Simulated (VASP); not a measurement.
Crystal: Ba2Tl5V3O12.

```
Ba V Tl O
1.0
     6.65272    0.04946    0.02017
     2.86070    8.36464    0.00384
     2.68279    2.46936    9.19569
Ba V Tl O
2 3 5 12
Direct
  0.80419 0.04665 0.02264
  0.21205 0.95157 0.34012
  0.74540 0.70796 0.33582
  0.25963 0.26599 0.03225
  0.04074 0.07695 0.66106
  0.25636 0.39847 0.35003
  0.58966 0.34866 0.60553
  0.57327 0.88069 0.66842
  0.74552 0.49664 0.11648
  0.11891 0.64206 0.74303
  0.28433 0.09717 0.54175
  0.85350 0.49575 0.34386
  0.40255 0.20448 0.17282
  0.88414 0.05377 0.55967
  0.14017 0.47956 0.98899
  0.54627 0.73631 0.48712
  0.90594 0.24279 0.73262
  0.61543 0.80058 0.18857
  0.05538 0.16451 0.10164
  0.08209 0.90404 0.80708
  0.44178 0.20123 0.89187
  0.94269 0.80417 0.30862
```

The cell was built by a generator and needn't be a form met in nature.

| Property | Result |
| --- | --- |
| Program | VASP 6.6.1 |
| Task | single point |
| Functional | PBE |
| Potentials or basis | VASP PAW PBE potentials, release 64 (Ba_sv, V_sv, Tl_d, O) |
| Cutoff | 520 eV |
| k mesh | 5 × 4 × 3 |
| Occupations | fermi-dirac, width 0.05 eV |
| Spin | collinear spin, ferromagnetic start |
| Starting moments | [0.0, 0.0, 2.0, 2.0, 2.0, 0.0, 0.0, 0.0, 0.0, 0.0, 0.0, 0.0, 0.0, 0.0, 0.0, 0.0, 0.0, 0.0, 0.0, 0.0, 0.0, 0.0] μB |

On this cell: pressure 0.5 GPa; largest force 0.192 eV/Å; net moment 0.00 μB per cell; band gap on the k mesh 2.90 eV, indirect (least direct gap 3.01 eV).

The same run follows on a disturbed copy (atoms moved at random, drawn with an rms of 0.05 Å):

```
Ba V Tl O
1.0
     6.65272    0.04946    0.02017
     2.86070    8.36464    0.00384
     2.68279    2.46936    9.19569
Ba V Tl O
2 3 5 12
Direct
  0.80564 0.05061 0.02453
  0.21809 0.95023 0.33985
  0.73957 0.70344 0.33379
  0.24956 0.26935 0.03739
  0.03773 0.07870 0.66439
  0.25638 0.39371 0.35458
  0.58913 0.35669 0.60390
  0.58069 0.88072 0.66929
  0.75113 0.49941 0.11741
  0.12163 0.64312 0.74081
  0.27901 0.09590 0.54031
  0.85246 0.50058 0.34641
  0.39234 0.20054 0.17443
  0.88168 0.04986 0.56514
  0.14106 0.47519 0.99420
  0.55238 0.73686 0.48793
  0.89881 0.23812 0.73586
  0.61292 0.79987 0.19008
  0.04989 0.17029 0.10325
  0.07995 0.90568 0.80776
  0.43856 0.20081 0.89166
  0.93896 0.80230 0.31282
```

Task: What does the disturbed cell give?

Result: The energy moves by +23.8 meV/atom; pressure 2.0 GPa; largest force 4.028 eV/Å; net moment 0.00 μB per cell; band gap on the k mesh 2.82 eV, indirect (least direct gap 2.92 eV).

Forces in eV/Å, atoms in the order of the input:
```
Ba  -0.361 -0.123  0.025
Ba  -0.353 -0.021  0.234
V    2.484  2.977  1.092
V    1.409 -2.590 -2.222
V   -0.227 -1.648 -0.995
Tl   0.099 -0.012 -0.003
Tl  -0.122 -0.142  0.232
Tl  -0.094  0.072 -0.084
Tl  -0.332 -0.071 -0.120
Tl   0.055  0.075  0.099
O    0.407  0.196 -0.051
O    0.008 -2.555  0.030
O    1.043  0.205  1.047
O   -0.132  0.085 -0.107
O   -0.289  2.218 -0.494
O   -0.635 -0.086  0.373
O    0.028  1.680  0.531
O   -0.920  0.096 -1.204
O   -1.164 -0.335  0.500
O    0.142 -0.390  0.492
O   -0.451  0.752  0.844
O   -0.593 -0.385 -0.219
```

Stress tensor (GPa, compression positive):
```
 1.44 -0.28  0.44
-0.28  3.22 -0.57
 0.44 -0.57  1.29
```

Caveats: spin-orbit coupling is left out, which as a rule narrows the gap of such compounds by several tenths of an eV; an odd mesh through Γ misses points on the zone boundary, where band edges often lie.
